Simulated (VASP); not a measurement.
# TaTe (Pm-3m) in VASP: further runs, part 2 of 2

VASP 6.6.1. Earlier steps stand in the parts before.

**3. Relaxation of cell and atoms, PBE (random cell by space group and Wyckoff sites (Pm-3m, No. 221))**

Contents of INCAR:

```
SYSTEM = TaTe
ALGO = Fast
EDIFF = 1E-7
EDIFFG = -0.04
ENCUT = 600
GGA = PE
IBRION = 2
ISIF = 3
ISMEAR = 0
LASPH = .TRUE.
LCHARG = .FALSE.
LREAL = .FALSE.
LWAVE = .FALSE.
NELM = 80
NSW = 90
PREC = Accurate
SIGMA = 0.1
```

Contents of KPOINTS:

```
k-points
0
G
  6 6 6
  0 0 0
```

Contents of POSCAR:

```
TaTe
1.0
    3.3723679900      0.0000000000      0.0000000000
    0.0000000000      3.3723679900      0.0000000000
    0.0000000000      0.0000000000      3.3723679900
Ta Te
1 1
Direct
    0.5000000000      0.5000000000      0.5000000000
    0.0000000000      0.0000000000      0.0000000000
```

Potentials or basis: VASP PAW PBE potentials, release 64 (Ta_pv, Te).

Launch:

```
> cat potpaw_PBE.64/Ta_pv/POTCAR potpaw_PBE.64/Te/POTCAR > POTCAR
> mpirun -np 1 vasp_std > vasp.out
```

OUTCAR:

```text
SYSTEM = TaTe
   EDIFF = 1E-7
   EDIFFG = -0.04
   ENCUT = 600
   GGA = PE
   IBRION = 2
   ISIF = 3
   ISMEAR = 0
   LASPH = .TRUE.
   LREAL = .FALSE.
   NELM = 80
   NSW = 90
   PREC = Accurate

 ion  position               nearest neighbor table
   1  0.500  0.500  0.500-   2 2.92   2 2.92   2 2.92   2 2.92   2 2.92   2 2.92   2 2.92   2 2.92

   2  0.000  0.000  0.000-   1 2.92   1 2.92   1 2.92   1 2.92   1 2.92   1 2.92   1 2.92   1 2.92

  LATTYP: Found a simple cubic cell.
 ALAT       =     3.3723679900

  Lattice vectors:

 A1 = (   3.3723679900,   0.0000000000,   0.0000000000)
 A2 = (   0.0000000000,   3.3723679900,   0.0000000000)
 A3 = (   0.0000000000,   0.0000000000,   3.3723679900)

Analysis of symmetry for initial positions (statically):
=====================================================================
 Subroutine PRICEL returns:
 Original cell was already a primitive cell.

 Routine SETGRP: Setting up the symmetry group for a
 simple cubic supercell.

 Subroutine GETGRP returns: Found 48 space group operations
 (whereof 48 operations were pure point group operations)
 out of a pool of 48 trial point group operations.

The static configuration has the point symmetry O_h .

Analysis of symmetry for dynamics (positions and initial velocities):
=====================================================================
 Subroutine PRICEL returns:
 Original cell was already a primitive cell.

 Routine SETGRP: Setting up the symmetry group for a
 simple cubic supercell.

 Subroutine GETGRP returns: Found 48 space group operations
 (whereof 48 operations were pure point group operations)
 out of a pool of 48 trial point group operations.

The dynamic configuration has the point symmetry O_h .

 Subroutine INISYM returns: Found 48 space group operations
 (whereof 48 operations are pure point group operations),
 and found     1 'primitive' translations

----------------------------------------------------------------------------------------

                                     Primitive cell

  volume of cell :      38.3535

  direct lattice vectors                    reciprocal lattice vectors
     3.372367990  0.000000000  0.000000000     0.296527545  0.000000000  0.000000000
     0.000000000  3.372367990  0.000000000     0.000000000  0.296527545  0.000000000
     0.000000000  0.000000000  3.372367990     0.000000000  0.000000000  0.296527545

  length of vectors
     3.372367990  3.372367990  3.372367990     0.296527545  0.296527545  0.296527545

  position of ions in fractional coordinates (direct lattice)
     0.500000000  0.500000000  0.500000000
     0.000000000  0.000000000  0.000000000

  ion indices of the primitive-cell ions
   primitive index   ion index
                 1           1
                 2           2

----------------------------------------------------------------------------------------

 KPOINTS: k-points

Automatic generation of k-mesh.
 Grid dimensions read from file:
 generate k-points for:    6    6    6

 Generating k-lattice:

  Cartesian coordinates                     Fractional coordinates (reciprocal lattice)
     0.049421257  0.000000000  0.000000000     0.166666667  0.000000000  0.000000000
     0.000000000  0.049421257  0.000000000     0.000000000  0.166666667  0.000000000
     0.000000000  0.000000000  0.049421257     0.000000000  0.000000000  0.166666667

  Length of vectors
     0.049421257  0.049421257  0.049421257

  Shift w.r.t. Gamma in fractional coordinates (k-lattice)
     0.000000000  0.000000000  0.000000000

 Subroutine IBZKPT returns following result:
 ===========================================

 Found     20 irreducible k-points:

 Following reciprocal coordinates:
            Coordinates               Weight
  0.000000  0.000000  0.000000      1.000000
  0.166667  0.000000  0.000000      6.000000
  0.333333  0.000000  0.000000      6.000000
  0.500000  0.000000  0.000000      3.000000
  0.166667  0.166667  0.000000     12.000000
  0.333333  0.166667  0.000000     24.000000
[... 12 lines left out ...]
  0.500000  0.500000  0.333333      6.000000
  0.500000  0.500000  0.500000      1.000000
   k-points           NKPTS =     20   k-points in BZ     NKDIM =     20   number of bands    NBANDS=     12
   number of dos      NEDOS =    301   number of ions     NIONS =      2
   total plane-waves  NPLWV =  21952
   dimension x,y,z NGX =    28 NGY =   28 NGZ =   28
   dimension x,y,z NGXF=    56 NGYF=   56 NGZF=   56
   ions per type =               1   1
   NGX,Y,Z   is equivalent  to a cutoff of  13.80, 13.80, 13.80 a.u.
   NGXF,Y,Z  is equivalent  to a cutoff of  27.61, 27.61, 27.61 a.u.
 SYSTEM =  TaTe
   PREC   = accura    normal or accurate (medium, high low for compatibility)
   ISTART =      0    job   : 0-new  1-cont  2-samecut
   ICHARG =      2    charge: 1-file 2-atom 10-const
   ISPIN  =      1    spin polarized calculation?
   LNONCOLLINEAR =      F non collinear calculations
   LSORBIT =      F    spin-orbit coupling
   LASPH  =      T    aspherical Exc in radial PAW
   ENCUT  =  600.0 eV  44.10 Ry    6.64 a.u.   6.74  6.74  6.74*2*pi/ulx,y,z
   NELM   =     80;   NELMIN=  2; NELMDL= -5     # of ELM steps
   EDIFF  = 0.1E-06   stopping-criterion for ELM
   LREAL  =      F    real-space projection
   EDIFFG = -.4E-01   stopping-criterion for IOM
   NSW    =     90    number of steps for IOM
   IBRION =      2    ionic relax: 0-MD 1-quasi-New 2-CG
   NFREE  =      1    steps in history (QN), initial steepest desc. (CG)
   ISIF   =      3    stress and relaxation
   ISYM   =      2    0-nonsym 1-usesym 2-fastsym
   POTIM  = 0.5000    time-step for ionic-motion
   TEBEG  =    0.0;   TEEND  =   0.0 temperature during run
   PSTRESS=    0.0 pullay stress
   NELECT =      17.0000    total number of electrons
   NUPDOWN=      -1.0000    fix difference up-down
   EMIN   =  10.00;   EMAX   =-10.00  energy-range for DOS
   EFERMI =   0.00;   METHOD = LEGACY
   ISMEAR =     0;   SIGMA  =   0.10  broadening in eV -4-tet -1-fermi 0-gaus
   EFERMI_NEDOS =   21; number of points for ismear=-14 and -15
   IALGO  =     68    algorithm
   IMIX   =      4    mixing-type and parameters
     AMIX     =   0.40;   BMIX     =  1.00
     AMIX_MAG =   1.60;   BMIX_MAG =  1.00
  volume/ion in A,a.u.               =      19.18       129.41
  Fermi-wavevector in a.u.,A,eV,Ry     =   1.248215  2.358785 21.198442  1.558042
  Thomas-Fermi vector in A             =   2.382312
   LORBIT       =      0    0 simple, 1 ext, 2 COOP (PROOUT), +10 PAW based schemes
   GGA     = PE    functional components
   LHFCALC =     F    Hartree Fock is set to
   AEXX    =    0.0000 exact exchange contribution
   IVDW    =     0    specifies the selected vdW correction
   LEPSILON=     F    determine dielectric tensor
   LRPA    =     F    only Hartree local field effects (RPA)
 conjugate gradient relaxation of ions
 non-spin polarized calculation
 RMM-DIIS sequential band-by-band and
 Gauss-broadening in eV      SIGMA  =   0.10
  energy-cutoff  :      600.00
  volume of cell :       38.35
 maximum number of plane-waves:      1328
 NGX is ok and might be reduce to    28
   NGX = 13   NGY = 13   NGZ = 13

--------------------------------------- Ionic step        1  -------------------------------------------

 number of electron      16.9999999 magnetization

 Free energy of the ion-electron system (eV)
  ---------------------------------------------------
  ext. energy  EPLUGINS =         0.00000000
  ---------------------------------------------------
  free energy    TOTEN  =       -14.50504201 eV

  energy without entropy =      -14.48746862  energy(sigma->0) =      -14.49625531

 E-fermi :  10.2310     XC(G=0): -12.1120

 val. band max:       10.1471330731   @ k =   0.3333   0.3333   0.1667
 cond. band min:      10.2327807084   @ k =   0.5000   0.1667   0.1667
 fundamental gap:      0.0856476353
 Fermi energy:        10.2310007169

 k-point     1 :       0.0000    0.0000    0.0000
  band No.  band energies     occupation
      1     -24.6063      2.00000
      2     -24.6063      2.00000
      3     -24.6063      2.00000
      4      -4.9469      2.00000
      5       7.2660      2.00000
      6       7.2660      2.00000
      7       8.8198      2.00000
      8       8.8198      2.00000
      9       8.8198      2.00000
     10      11.7354      0.00000
     11      11.7354      0.00000
     12      11.7369      0.00000
[... 352 lines left out ...]
  energy  without entropy=      -14.4241625243  energy(sigma->0) =      -14.43421347

--------------------------------------- Ionic step        3  -------------------------------------------

 number of electron      17.0000005 magnetization

 Free energy of the ion-electron system (eV)
  ---------------------------------------------------
  ext. energy  EPLUGINS =         0.00000000
  ---------------------------------------------------
  free energy    TOTEN  =       -14.53840802 eV

  energy without entropy =      -14.52009533  energy(sigma->0) =      -14.52925168

 E-fermi :   9.6961     XC(G=0): -11.9018

 val. band max:        9.6934862645   @ k =   0.5000   0.1667   0.1667
 cond. band min:       9.7049165623   @ k =   0.3333   0.1667   0.1667
 fundamental gap:      0.0114302977
 Fermi energy:         9.6961399820

 k-point     1 :       0.0000    0.0000    0.0000
  band No.  band energies     occupation
      1     -25.2577      2.00000
      2     -25.2577      2.00000
      3     -25.2577      2.00000
      4      -5.1710      2.00000
      5       6.9018      2.00000
      6       6.9018      2.00000
      7       8.2392      2.00000
      8       8.2392      2.00000
      9       8.2392      2.00000
     10      11.1043      0.00000
     11      11.1043      0.00000
     12      11.1049      0.00000
[... 312 lines left out ...]
  FREE ENERGIE OF THE ION-ELECTRON SYSTEM (eV)
  ---------------------------------------------------
  free  energy   TOTEN  =       -14.5384080178 eV

  energy  without entropy=      -14.5200953335  energy(sigma->0) =      -14.52925168

 reached required accuracy - stopping structural energy minimisation
```

OSZICAR:

```text
N       E                     dE             d eps       ncg     rms          rms(c)
DAV:   1     0.100841242943E+03    0.10084E+03   -0.94086E+03   480   0.142E+03
DAV:   2    -0.113652954060E+02   -0.11221E+03   -0.10793E+03   540   0.318E+02
DAV:   3    -0.148841681048E+02   -0.35189E+01   -0.33857E+01   592   0.472E+01
[... 38 lines left out ...]
RMM:   8    -0.145384088570E+02   -0.10663E-04   -0.13137E-04   522   0.112E-01    0.369E-02
RMM:   9    -0.145384153685E+02   -0.65115E-05   -0.16200E-05   504   0.384E-02    0.107E-01
RMM:  10    -0.145384086052E+02    0.67633E-05   -0.42929E-06   491   0.217E-02    0.207E-02
RMM:  11    -0.145384079722E+02    0.63299E-06   -0.79549E-07   458   0.822E-03    0.736E-03
RMM:  12    -0.145384080178E+02   -0.45629E-07   -0.16351E-07   308   0.369E-03
   3 F= -.14538408E+02 E0= -.14529252E+02  d E =-.333660E-01
```

CONTCAR:

```text
TaTe
   1.00000000000000
     3.4207078436337901    0.0000000000000000   -0.0000000000000000
     0.0000000000000000    3.4207078436337901    0.0000000000000000
     0.0000000000000000    0.0000000000000000    3.4207078436337901
  Ta              Te
     1     1
Direct
     0.5000000000000000    0.5000000000000000    0.5000000000000000
     0.0000000000000000    0.0000000000000000    0.0000000000000000

  0.00000000E+00  0.00000000E+00  0.00000000E+00
  0.00000000E+00  0.00000000E+00  0.00000000E+00
```

It took 24 s on 1 thread of AMD EPYC 9R14 (Zen 4), shared host; peak memory 0.14 GiB.

What came out:

```
Free energy                            : -14.5384 eV
Relaxed volume                         : 20.01 Å³/atom
Relaxed cell                           : a = 3.421 Å, b = 3.421 Å, c = 3.421 Å, α = 90.00°, β = 90.00°, γ = 90.00°
Space group after relaxing (to 0.05 Å) : Pm-3m (No. 221)
Energy gained by relaxing              : 16.7 meV/atom
Ionic steps                            : 3
Pressure after relaxing                : -0.1 GPa
Band gap on the k mesh                 : none (metal or under the smearing width)
```

Step by step:
```csv
step,energy change (eV),largest force (eV/Å),pressure (GPa),volume (Å³)
1,0.0000,0.0000,6.81,38.35
2,0.0608,0.0000,-9.15,43.06
3,-0.0334,0.0000,-0.12,40.03
```

Final structure:
```
Ta Te
1.0
     3.42071    0.00000    0.00000
     0.00000    3.42071    0.00000
     0.00000    0.00000    3.42071
Ta Te
1 1
Cartesian
  1.7104 1.7104 1.7104
  0.0000 0.0000 0.0000
```

Levels at points of the mesh, in eV from the Fermi level:
| k point | band 4 | band 5 | band 6 | band 7 | band 8 | band 9 | band 10 | band 11 | band 12 |
| --- | --- | --- | --- | --- | --- | --- | --- | --- | --- |
| (0.00, 0.00, 0.00) | -14.87 | -2.79 | -2.79 | -1.46 | -1.46 | -1.46 | 1.41 | 1.41 | 1.41 |
| (0.50, 0.00, 0.00) | -12.91 | -8.60 | -2.95 | -2.95 | -1.97 | 1.60 | 2.73 | 4.41 | 5.05 |
| (0.50, 0.50, 0.00) | -12.27 | -5.89 | -5.89 | -3.38 | -0.25 | -0.25 | 0.48 | 1.46 | 3.16 |
| (0.50, 0.50, 0.50) | -10.45 | -6.68 | -6.68 | -6.68 | 1.52 | 1.52 | 1.52 | 3.27 | 3.27 |

Spin-orbit coupling is left out, which matters for the levels of Ta, Te.

**4. Single point, PBE (random cell by space group and Wyckoff sites (Pm-3m, No. 221))**

Contents of INCAR:

```
  ALGO = Fast
  EDIFF = 1E-7
  ENCUT = 520
  GGA = PE
  ISIF = 2
  ISMEAR = 0
  LASPH = True
  LCHARG = False
  LREAL = False
  LWAVE = False
  NBANDS = 16
  NELM = 60
  PREC = Accurate
  SIGMA = 0.1
```

Contents of KPOINTS:

```
k-points
0
Gamma
  6 6 6
```

POSCAR is that of step 3.

Launch:

```
> cat potpaw_PBE.64/Ta_pv/POTCAR potpaw_PBE.64/Te/POTCAR > POTCAR
> mpirun -np 1 vasp_std > vasp.out
```

Run time: 12 s. Hardware: 1 thread of AMD EPYC 9R14 (Zen 4), shared host; peak memory 0.12 GiB.

The run converged. Its results:

```
Free energy            : -14.5046 eV
Pressure               : 6.8 GPa
Band gap on the k mesh : none (metal or under the smearing width)
```

Levels at points of the mesh, in eV from the Fermi level:
| k point | band 5 | band 6 | band 7 | band 8 | band 9 | band 10 | band 11 | band 12 |
| --- | --- | --- | --- | --- | --- | --- | --- | --- |
| (0.00, 0.00, 0.00) | -2.97 | -2.97 | -1.41 | -1.41 | -1.41 | 1.50 | 1.50 | 1.50 |
| (0.50, 0.00, 0.00) | -8.88 | -3.04 | -3.04 | -2.10 | 1.69 | 2.92 | 4.37 | 5.39 |
| (0.50, 0.50, 0.00) | -6.05 | -6.05 | -3.50 | -0.27 | -0.27 | 0.63 | 1.69 | 3.35 |
| (0.50, 0.50, 0.50) | -6.95 | -6.95 | -6.95 | 1.60 | 1.60 | 1.60 | 3.50 | 3.50 |

Spin-orbit coupling is left out, which matters for the levels of Ta, Te.
